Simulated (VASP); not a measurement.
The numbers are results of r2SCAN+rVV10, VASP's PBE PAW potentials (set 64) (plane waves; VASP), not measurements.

A VASP calculation is set up with these files.

**INCAR**
```
# general
SYSTEM    =  SnSe2
PREC      =  Accurate
ENCUT     =  530   # plane-wave cut-off (eV)
LREAL     =  F   # projection in real space or not
LASPH     =  T   # aspherical one-centre terms

# electronic loop
EDIFF     =  1E-7
NELM      =  100   # most electronic steps
ALGO      =  Normal
LMAXMIX   =  4   # l cut-off of mixed one-centre charges
LMIXTAU   =  T

# smearing
ISMEAR    =  0
SIGMA     =  0.05   # width (eV)

# functional
METAGGA   =  R2SCAN
LUSE_VDW  =  T
BPARAM    =  11.95
CPARAM    =  0.0093

# ions
IBRION    =  6   # finite differences
NSW       =  1
ISIF      =  3   # ions, shape and volume
POTIM     =  0.015
NFREE     =  2

# output
LWAVE     =  F
LCHARG    =  F
```

### KPOINTS
```
kpoints
0
gamma
6 6 3
```

**POSCAR**
```
SnSe2
1
    3.8336592945     0.0000000000     0.0000000000
   -1.9168296472     3.3200465279     0.0000000000
    0.0000000000     0.0000000000     6.2479030391
Sn Se
1 2
Direct
  0.0000000000   0.0000000000   0.0000000000
  0.3333330000   0.6666670000   0.2521233024
  0.6666670000   0.3333330000   0.7478766976
```

POTCAR, in this order: Sn_d Se (PBE.64 set). Program: vasp_std.

Output of the run:

### OSZICAR
```
       N       E                     dE             d eps       ncg     rms          rms(c)
DAV:   1     0.155404029467E+03    0.15540E+03   -0.12977E+04   578   0.177E+03
DAV:   2    -0.371345591361E+02   -0.19254E+03   -0.18918E+03   628   0.396E+02
DAV:   3    -0.577363195181E+02   -0.20602E+02   -0.19804E+02   743   0.121E+02
DAV:   4    -0.584062542824E+02   -0.66993E+00   -0.66910E+00   701   0.225E+01
DAV:   5    -0.584224383549E+02   -0.16184E-01   -0.16173E-01   887   0.356E+00    0.577E+00
DAV:   6    -0.558343612360E+02    0.25881E+01   -0.17087E+00   729   0.211E+01    0.392E+00
DAV:   7    -0.530651398402E+02    0.27692E+01   -0.85606E-01   637   0.636E+00    0.133E+00
DAV:   8    -0.538894289968E+02   -0.82429E+00   -0.67155E-01   610   0.654E+00    0.657E-01
DAV:   9    -0.538918830913E+02   -0.24541E-02   -0.15749E-01   597   0.319E+00    0.382E-01
DAV:  10    -0.539299439490E+02   -0.38061E-01   -0.19573E-02   646   0.122E+00    0.256E-01
DAV:  11    -0.539606704347E+02   -0.30726E-01   -0.49748E-02   586   0.196E+00    0.121E-01
DAV:  12    -0.539611344939E+02   -0.46406E-03   -0.45376E-03   626   0.541E-01    0.115E-01
DAV:  13    -0.539620142416E+02   -0.87975E-03   -0.37082E-04   730   0.206E-01    0.797E-02
DAV:  14    -0.539634684152E+02   -0.14542E-02   -0.23045E-03   583   0.486E-01    0.241E-02
DAV:  15    -0.539637329578E+02   -0.26454E-03   -0.32181E-04   594   0.169E-01    0.264E-02
DAV:  16    -0.539636851007E+02    0.47857E-04   -0.82164E-05   691   0.835E-02    0.244E-02
DAV:  17    -0.539637163702E+02   -0.31270E-04   -0.13257E-05   609   0.344E-02    0.124E-02
DAV:  18    -0.539637331305E+02   -0.16760E-04   -0.34233E-05   630   0.588E-02    0.760E-03
DAV:  19    -0.539637338581E+02   -0.72760E-06   -0.55841E-06   592   0.255E-02    0.882E-03
DAV:  20    -0.539637358146E+02   -0.19565E-05   -0.38543E-06   600   0.189E-02    0.162E-03
DAV:  21    -0.539637357033E+02    0.11129E-06   -0.31133E-07   634   0.370E-03    0.108E-03
DAV:  22    -0.539637357198E+02   -0.16462E-07   -0.28322E-08   315   0.169E-03
   1 F= -.53963736E+02 E0= -.53963736E+02  d E =-.316206E-13
 Found     4 degrees of freedom:
 Adding 6 more for cell shape distortion
```

OUTCAR:
```
------------------------ aborting loop because EDIFF is reached ----------------------------------------
  FORCE on cell =-STRESS in cart. coord.  units (eV):
  Direction    XX          YY          ZZ          XY          YZ          ZX
  --------------------------------------------------------------------------------------
  Total       -0.0397448     -0.0397448      0.0148863     -0.0000000      0.0000000     -0.0000000
  in kB       -0.8007537     -0.8007538      0.2999199     -0.0000000      0.0000000     -0.0000000
  external PRESSURE =      -0.4338626 kB  Pullay stress =       0.0000000 kB
  volume of cell :       79.52
      direct lattice vectors                 reciprocal lattice vectors
     3.833659294  0.000000000  0.000000000     0.260847384  0.150600299  0.000000000
    -1.916829647  3.320046528  0.000000000     0.000000000  0.301200598  0.000000000
     0.000000000  0.000000000  6.247903039     0.000000000  0.000000000  0.160053700
 POSITION                                       TOTAL-FORCE (eV/Angst)
 -----------------------------------------------------------------------------------
      0.00000      0.00000      0.00000         0.000000      0.000000      0.000000
     -0.00000      2.21337      1.57524         0.000000      0.000000     -0.009820
      1.91683      1.10668      4.67266        -0.000000      0.000000      0.009820
 -----------------------------------------------------------------------------------
    total drift:                               -0.000000     -0.000000      0.000000
  FREE ENERGIE OF THE ION-ELECTRON SYSTEM (eV)
  ---------------------------------------------------
  free  energy   TOTEN  =       -53.9637357198 eV

  energy  without entropy=      -53.9637357198  energy(sigma->0) =      -53.96373572
```
(Selected blocks of OUTCAR.)

File stdout:
```
...
Total rVV10 correction in eV:      0.6506185    29.3807376
DAV:  16    -0.539636851007E+02    0.47857E-04   -0.82164E-05   691   0.835E-02    0.244E-02
Total rVV10 correction in eV:      0.6505939    29.3807376
DAV:  17    -0.539637163702E+02   -0.31270E-04   -0.13257E-05   609   0.344E-02    0.124E-02
Total rVV10 correction in eV:      0.6505824    29.3807376
DAV:  18    -0.539637331305E+02   -0.16760E-04   -0.34233E-05   630   0.588E-02    0.760E-03
Total rVV10 correction in eV:      0.6505895    29.3807376
DAV:  19    -0.539637338581E+02   -0.72760E-06   -0.55841E-06   592   0.255E-02    0.882E-03
Total rVV10 correction in eV:      0.6506017    29.3807376
DAV:  20    -0.539637358146E+02   -0.19565E-05   -0.38543E-06   600   0.189E-02    0.162E-03
Total rVV10 correction in eV:      0.6506034    29.3807376
DAV:  21    -0.539637357033E+02    0.11129E-06   -0.31133E-07   634   0.370E-03    0.108E-03
Total rVV10 correction in eV:      0.6506018    29.3807376
DAV:  22    -0.539637357198E+02   -0.16462E-07   -0.28322E-08   315   0.169E-03
Total rVV10 correction in eV:      0.6506000    29.3807376
Total rVV10 correction in eV:      0.6506007    29.3807376
   1 F= -.53963736E+02 E0= -.53963736E+02  d E =-.316206E-13
 Found     4 degrees of freedom:
 Adding 6 more for cell shape distortion
 Finite differences POTIM= 0.01500 DOF=  10

 -----------------------------------------------------------------------------
|                                                                             |
|     EEEEEEE  RRRRRR   RRRRRR   OOOOOOO  RRRRRR      ###     ###     ###     |
|     E        R     R  R     R  O     O  R     R     ###     ###     ###     |
|     E        R     R  R     R  O     O  R     R     ###     ###     ###     |
|     EEEEE    RRRRRR   RRRRRR   O     O  RRRRRR       #       #       #      |
|     E        R   R    R   R    O     O  R   R                               |
|     E        R    R   R    R   O     O  R    R      ###     ###     ###     |
|     EEEEEEE  R     R  R     R  OOOOOOO  R     R     ###     ###     ###     |
|                                                                             |
|     RE_READ_KPOINTS: the new IBZ does not contain all k-points of the       |
|     original IBZ.                                                           |
|                                                                             |
|     ... try setting KBLOWUP=.FALSE.                                         |
|     ... as a last resort: switch off symmetry                               |
|                                                                             |
|       ---->  I REFUSE TO CONTINUE WITH THIS SICK JOB ... BYE!!! <----       |
|                                                                             |
 -----------------------------------------------------------------------------
```

VASP stops with an error: RE_READ_KPOINTS: the new IBZ does not contain all k-points of the original IBZ. ... try setting KBLOWUP=.FALSE. ... as a last resort: switch off symmetry ----> I REFUSE TO CONTINUE WITH THIS SICK JOB ... BYE!!! <----

The structure comes from a measured SnSe2 entry (P-3m1) of the Crystallography Open Database, whose conditions weren't checked. It was relaxed first.
